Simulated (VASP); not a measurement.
**Initial- and final-state core-level shifts of Ta2Rh3**

Aim: how the core levels of Ta2Rh3 differ from atom to atom, with and without the screening of the hole.

Calculated with VASP 6.6.1; PBE; plane waves and PAW (Rh_pv, Ta_pv), in the first sound run; inputs show where later runs differ.

Report form: the programs' logs are mostly left out.

**1. Set-up**

The cell holds 20 atoms: 12 Rh and 8 Ta. Cell: a = 5.416 Å, b = 5.416 Å, c = 22.845 Å, α = 90.0°, β = 90.0°, γ = 60.0°. It derives from Rh. Ta replaces host atoms (under the top layer, both faces). Regions: layer 1, 4 atoms (4 Rh); layer 2, 4 atoms (4 Ta); layer 3, 4 atoms (4 Rh); other layers, 8 atoms (4 Ta and 4 Rh). Vacuum lies along c.

**2. Relaxation**

The free atoms are relaxed first inside the given cell, which is kept (ISIF = 0), since core levels depend on the positions.

The input, INCAR:

```
SYSTEM = Ta2Rh3
PREC = Normal
ENCUT = 330
EDIFF = 1E-05
NELM = 100
ISMEAR = 0
SIGMA = 0.1
LREAL = Auto
ALGO = Fast
GGA = PE
NBANDS = 166
LWAVE = .FALSE.
LCHARG = .FALSE.
KPAR = 2
NCORE = 4
IBRION = 2
NSW = 50
ISIF = 0
EDIFFG = -0.05
```

The input, POSCAR:

```
Ta2Rh3
1.0
    5.4164379439      0.0000000000      0.0000000000
    2.7082189719      4.6907728574      0.0000000000
    0.0000000000      0.0000000000     22.8450061240
Rh Ta
12 8
Selective dynamics
Direct
    0.0000000000      0.0000000000      0.6935873000  T T T
    0.5000000000      0.0000000000      0.6935873000  T T T
    0.0000000000      0.5000000000      0.6935873000  T T T
    0.5000000000      0.5000000000      0.6935873000  T T T
    0.1666666670      0.1666666670      0.5000000000  F F F
    0.6666666670      0.1666666670      0.5000000000  F F F
    0.1666666670      0.6666666670      0.5000000000  F F F
    0.6666666670      0.6666666670      0.5000000000  F F F
    0.8333333330      0.3333333330      0.3064127000  T T T
    0.3333333330      0.3333333330      0.3064127000  T T T
    0.8333333330      0.8333333330      0.3064127000  T T T
    0.3333333330      0.8333333330      0.3064127000  T T T
    0.8333333330      0.3333333330      0.5967936500  T T T
    0.3333333330      0.3333333330      0.5967936500  T T T
    0.8333333330      0.8333333330      0.5967936500  T T T
    0.3333333330      0.8333333330      0.5967936500  T T T
    0.0000000000      0.0000000000      0.4032063500  T T T
    0.5000000000      0.0000000000      0.4032063500  T T T
    0.0000000000      0.5000000000      0.4032063500  T T T
    0.5000000000      0.5000000000      0.4032063500  T T T
```

The input, KPOINTS:

```
Automatic mesh
0
Gamma
4 4 1
0 0 0
```

The projector-augmented-wave data sets are Rh_pv and Ta_pv (PBE family, release 64).

Started as:

```sh
$ mpirun -np 8 vasp_std
```

The job ended after 2.4 min (8 MPI ranks of AMD EPYC 7R43, shared host; peak memory 1.3 GiB; 19 min of CPU time).

The run keeps the 12 symmetry operations of its start, so it cannot find a distortion of lower symmetry.

Relaxation path:

```tsv
step	energy less that of the first step (eV)	largest force (eV/Å)
1	0.0000	1.4239
2	-0.3908	0.8536
3	-0.3908	0.8542
4	-0.6325	0.5929
5	-0.9144	0.1546
6	-0.9177	0.1692
7	-0.9212	0.1197
8	-0.9243	0.0085
```

The atoms that moved most (Å):

```tsv
atom	dx	dy	dz	length
Rh10	0.000	0.000	-0.172	0.172
Rh12	0.000	0.000	-0.172	0.172
Rh11	0.000	0.000	-0.172	0.172
Rh9	0.000	0.000	-0.172	0.172
Rh1	0.000	0.000	0.172	0.172
Rh4	0.000	0.000	0.172	0.172
Rh3	0.000	0.000	0.172	0.172
Rh2	0.000	0.000	0.172	0.172
```

Final coordinates:

```xyz
20
Lattice="5.4164 0.0000 0.0000 2.7082 4.6908 0.0000 0.0000 0.0000 22.8450" Properties=species:S:1:pos:R:3
Rh    0.0000    0.0000   16.0166
Rh    2.7082    0.0000   16.0166
Rh    1.3541    2.3454   16.0166
Rh    4.0623    2.3454   16.0166
Rh    1.3541    0.7818   11.4225
Rh    4.0623    0.7818   11.4225
Rh    2.7082    3.1272   11.4225
Rh    5.4164    3.1272   11.4225
Rh    5.4164    1.5636    6.8284
Rh    2.7082    1.5636    6.8284
Rh    6.7705    3.9090    6.8284
Rh    4.0623    3.9090    6.8284
Ta    5.4164    1.5636   13.8002
Ta    2.7082    1.5636   13.8002
Ta    6.7705    3.9090   13.8002
Ta    4.0623    3.9090   13.8002
Ta    0.0000    0.0000    9.0448
Ta    2.7082    0.0000    9.0448
Ta    1.3541    2.3454    9.0448
Ta    4.0623    2.3454    9.0448
```

Numbers from this step:

```yaml
free_energy_toten: -179.9089 eV
energy_at_zero_smearing: -179.8576 eV
fermi_energy: 2.714 eV
```

The forces on the free atoms are under 0.05 eV/Å.

**3. Initial state**

The cell without a hole gives, with ICORELEVEL = 1, the Kohn-Sham core levels of the initial state.

The input, INCAR:

```
SYSTEM = Ta2Rh3
PREC = Normal
ENCUT = 330
EDIFF = 1E-05
NELM = 120
ISMEAR = 0
SIGMA = 0.1
LREAL = Auto
ALGO = Fast
GGA = PE
NBANDS = 166
LORBIT = 11
LWAVE = .FALSE.
LCHARG = .FALSE.
KPAR = 2
NCORE = 4
ICORELEVEL = 1
ISIF = 0
LVHAR = .TRUE.
```

The input, POSCAR:

```
Ta2Rh3
1.0
    5.4164379439      0.0000000000      0.0000000000
    2.7082189719      4.6907728574      0.0000000000
    0.0000000000      0.0000000000     22.8450061240
Rh Ta
12 8
Direct
    0.0000000000      0.0000000000      0.7010998374
    0.5000000000      0.0000000000      0.7010998374
    0.0000000000      0.5000000000      0.7010998374
    0.5000000000      0.5000000000      0.7010998374
    0.1666666670      0.1666666670      0.5000000000
    0.6666666670      0.1666666670      0.5000000000
    0.1666666670      0.6666666670      0.5000000000
    0.6666666670      0.6666666670      0.5000000000
    0.8333333330      0.3333333330      0.2989001626
    0.3333333330      0.3333333330      0.2989001626
    0.8333333330      0.8333333330      0.2989001626
    0.3333333330      0.8333333330      0.2989001626
    0.8333333330      0.3333333330      0.6040788024
    0.3333333330      0.3333333330      0.6040788024
    0.8333333330      0.8333333330      0.6040788024
    0.3333333330      0.8333333330      0.6040788024
    0.0000000000      0.0000000000      0.3959211976
    0.5000000000      0.0000000000      0.3959211976
    0.0000000000      0.5000000000      0.3959211976
    0.5000000000      0.5000000000      0.3959211976
```

KPOINTS is that of step 2.

Started as:

```sh
$ mpirun -np 8 vasp_std
```

Elapsed: 47 s, on 8 MPI ranks; peak memory 1.3 GiB; 6.2 min of CPU time.

These are scalar-relativistic Kohn-Sham levels of the ground state, with no core hole, so they are not binding energies.

The two shallowest core shells; atoms whose shallowest level rounds to another's at 0.01 eV are left out. Core levels, by row:

```tsv
atom	shell	level below the Fermi level (eV)
Rh1	3d	296.7
Rh1	4s	78.3
Rh5	3d	297.1
Rh5	4s	78.63
Ta13	5s	67.43
Ta13	4f	19.08
```

**4. Core hole, atom Rh4**

This step: final-state core hole with the electron kept at the Fermi level, PBE; plane waves and PAW (Rh_pv, Rh_pv, Ta_pv) (VASP 6.6.1).

A core electron of Rh4 (3d) is moved to the Fermi level; this atom comes first in POSCAR as a species of its own.

INCAR: that of step 3 with these lines changed.

```diff
@@ -11,3 +11,2 @@
 NBANDS = 166
-LORBIT = 11
 LWAVE = .FALSE.
@@ -16,4 +15,7 @@
 NCORE = 4
-ICORELEVEL = 1
+ICORELEVEL = 2
+CLNT = 1
+CLN = 3
+CLL = 2
+CLZ = 1
 ISIF = 0
-LVHAR = .TRUE.
```

POSCAR: that of step 3 with these lines changed.

```diff
@@ -5,5 +5,6 @@
     0.0000000000      0.0000000000     22.8450061240
-Rh Ta
-12 8
+Rh Rh Ta
+1 11 8
 Direct
+    0.5000000000      0.5000000000      0.7010998374
     0.0000000000      0.0000000000      0.7010998374
@@ -11,3 +12,2 @@
     0.0000000000      0.5000000000      0.7010998374
-    0.5000000000      0.5000000000      0.7010998374
     0.1666666670      0.1666666670      0.5000000000
```

KPOINTS is that of step 3.

Potentials, in the order of the species: Rh_pv, Rh_pv and Ta_pv (PBE family, release 64).

Started as:

```sh
$ mpirun -np 8 vasp_std
```

It took 58 s on 8 MPI ranks; peak memory 1.2 GiB; 7.6 min of CPU time.

This run has no spin polarisation.

Numbers from this step:

```
free energy (TOTEN)     : -472.3164 eV
energy at zero smearing : -472.2543 eV
Fermi energy            : 2.731 eV
```

This is the reference for holes on Rh.

**5. Core hole, atom Rh3**

The same hole on the next atom.

INCAR is that of step 4.

POSCAR: that of step 4 with these lines changed.

```diff
@@ -8,6 +8,6 @@
 Direct
-    0.5000000000      0.5000000000      0.7010998374
+    0.0000000000      0.5000000000      0.7010998374
     0.0000000000      0.0000000000      0.7010998374
     0.5000000000      0.0000000000      0.7010998374
-    0.0000000000      0.5000000000      0.7010998374
+    0.5000000000      0.5000000000      0.7010998374
     0.1666666670      0.1666666670      0.5000000000
```

KPOINTS is that of step 4.

Started as:

```sh
$ mpirun -np 8 vasp_std
```

The job ended after 53 s (8 MPI ranks; peak memory 1.2 GiB).

Against the hole on Rh4 the energy differs by +0.00 eV.

**6. Core hole, atom Rh5**

INCAR is that of step 5.

POSCAR: that of step 5 with these lines changed.

```diff
@@ -8,7 +8,7 @@
 Direct
-    0.0000000000      0.5000000000      0.7010998374
+    0.1666666670      0.1666666670      0.5000000000
     0.0000000000      0.0000000000      0.7010998374
     0.5000000000      0.0000000000      0.7010998374
+    0.0000000000      0.5000000000      0.7010998374
     0.5000000000      0.5000000000      0.7010998374
-    0.1666666670      0.1666666670      0.5000000000
     0.6666666670      0.1666666670      0.5000000000
```

KPOINTS is that of step 5.

Started as:

```sh
$ mpirun -np 8 vasp_std
```

Elapsed: 50 s, on 8 MPI ranks; peak memory 1.2 GiB.

Against the hole on Rh4 the energy differs by +0.20 eV.

**7. Summary**

This step: core-level shifts, PBE; plane waves and PAW (VASP 6.6.1).

This step runs nothing: it gathers the runs above.

A positive shift is a higher binding energy. Cost is wall time times ranks on a shared host. Core-level shifts:

```tsv
atom	region	shell	Kohn-Sham level below the Fermi level (eV)	initial-state shift (eV)	final-state shift (eV)	shifts are from	cost (core minutes)
Rh4	layer 1	3d	296.7	0	0	Rh4	7.73
Rh3	layer 1	3d	296.7	0	-4.80e-7	Rh4	7.07
Rh5	layer 3	3d	297.1	0.37	0.2027	Rh4	6.67
```

**8. Results**

```
Rh5 3d (layer 3), from Rh4 : initial state +0.37 eV, final state +0.20 eV
```

**Reading.** Against Rh4, Rh5 is shifted by +0.37 eV in the initial state and by +0.20 eV with the hole (energies extrapolated to zero smearing). Rh3 has the level of the reference atom in both states, as equivalent sites do. Only these atoms were given a hole, so other sites aren't ranked. The difference of the two pictures holds the screening of the hole, but also the cell's limits: holes repeat 5.4 Å apart, and the electron from the core stays in the cell, where it moves the Fermi energy by -0.04 to +0.02 eV, less than the shifts themselves. Cell size, mesh and smearing weren't varied between the hole runs, and no dipole correction was applied to the slab. The other core electrons are frozen, spin-orbit splitting and multiplets are absent, and only shifts between atoms of one element are meaningful. Not tabulated here, as repeats of values shown or as unfit to read for their mesh, reference level or band range: core levels (core hole).

[Lines on the potential files, build, host, timing and source positions are cut from VASP's logs without a mark.]

[Logs are printed without paths, hosts, clocks, repeated set-up lines and the standing remarks that a program may print on its own settings, such as how far it seeks lower states.]

[Hosts, paths, dates, database ids (printed as entryN), source tags and the programs' standing remarks are cut or masked in the printed files.]
